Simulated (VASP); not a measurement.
The cell holds one BaF$_{2}$ (fluorite) (110) slab, with vacuum along c, ions free to move until forces fall under 0.03 eV/Å, no reconstruction beyond this cell, dipole correction on. Ionisation potential and electron affinity count from the cell's own band edges, surface states included.

Here is the system:

```
CELL_PARAMETERS angstrom
      4.36772     0.00000     0.00000
      0.00000     6.17689     0.00000
      0.00000     0.00000    28.04726
ATOMIC_POSITIONS crystal
  Ba 0.00000 0.00000 0.30929
  Ba 0.50000 0.50000 0.37944
  Ba 0.00000 0.00000 0.46231
  Ba 0.50000 0.50000 0.53769
  Ba 0.00000 0.00000 0.62056
  Ba 0.50000 0.50000 0.69071
  F  0.50000 0.23326 0.30600
  F  0.00000 0.24802 0.38265
  F  0.00000 0.75198 0.38265
  F  0.50000 0.76674 0.30600
  F  0.50000 0.25099 0.46028
  F  0.00000 0.24901 0.53972
  F  0.00000 0.75099 0.53972
  F  0.50000 0.74901 0.46028
  F  0.50000 0.25198 0.61735
  F  0.00000 0.26674 0.69400
  F  0.00000 0.73326 0.69400
  F  0.50000 0.74802 0.61735
```

These are PBEsol GGA, VASP's PBE PAW potentials (set 64) (plane waves; VASP) values and carry that method's errors. Run with 450 eV cut-off, 5×4×1 Γ-centred mesh, Gaussian smearing of 0.050 eV, potentials Ba_sv F.

Slab and bulk use different k-meshes, so the surface energy is good to a few per cent at best. Unless said otherwise, spin-orbit coupling is left out, though it shifts the bands of the heavy elements here.

Predict its surface energy, ionisation potential, electron affinity, band gap (on the k-mesh).

The surface energy is 0.46 J/m². The ionisation potential is 6.39 eV and the electron affinity is 0.74 eV. The band gap (on the k-mesh) is 5.65 eV.

The cell is a thin slab with vacuum, built from BaF2 (fluorite): (110) face.
